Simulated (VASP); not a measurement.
Here is the system:

```xyz
8
Lattice="4.0096 0.0000 0.0000 -2.0048 3.4724 0.0000 0.0000 0.0000 16.9159" Properties=species:S:1:pos:R:3 pbc="T T T"
In     0.0000     2.3149     2.8408
In     2.0048     1.1575    11.2987
In     2.0048     1.1575    14.0751
In     0.0000     2.3149     5.6172
Se     0.0000     2.3149    10.0204
Se     2.0048     1.1575     1.5624
Se     2.0048     1.1575     6.8956
Se     0.0000     2.3149    15.3535
```

Computed with PBEsol GGA, VASP's PBE PAW potentials (set 64) (plane waves; VASP). Numerical set-up: 400 eV cut-off, 7×7×2 Γ-centred mesh, tetrahedra with Blöchl corrections, potentials In_d Se.

The cores are frozen, which limits the accuracy of field gradients. Without a dispersion term in the relaxation, distances and binding between the weakly bound layers, chains or molecules are unreliable, and so is what depends on them.

Question: Give the principal components of the electric field gradient (V/Å²) and the asymmetry η at each nucleus.

Answer: 
| atom | Vxx | Vyy | Vzz | η |
|---|---|---|---|---|
| In1 | 54.7 | 54.6 | -109.3 | 0.00 |
| In2 | 54.7 | 54.6 | -109.3 | 0.00 |
| In3 | 54.7 | 54.6 | -109.3 | 0.00 |
| In4 | 54.7 | 54.6 | -109.3 | 0.00 |
| Se5 | 31.6 | 31.6 | -63.2 | 0.00 |
| Se6 | 31.6 | 31.6 | -63.2 | 0.00 |
| Se7 | 31.6 | 31.6 | -63.2 | 0.00 |
| Se8 | 31.6 | 31.6 | -63.2 | 0.00 |

The structure was generated: InSe was put into the beta-GaS type (P6_3/mmc), a phase also known from measurement. It was relaxed first, which changed the volume by -16 %.
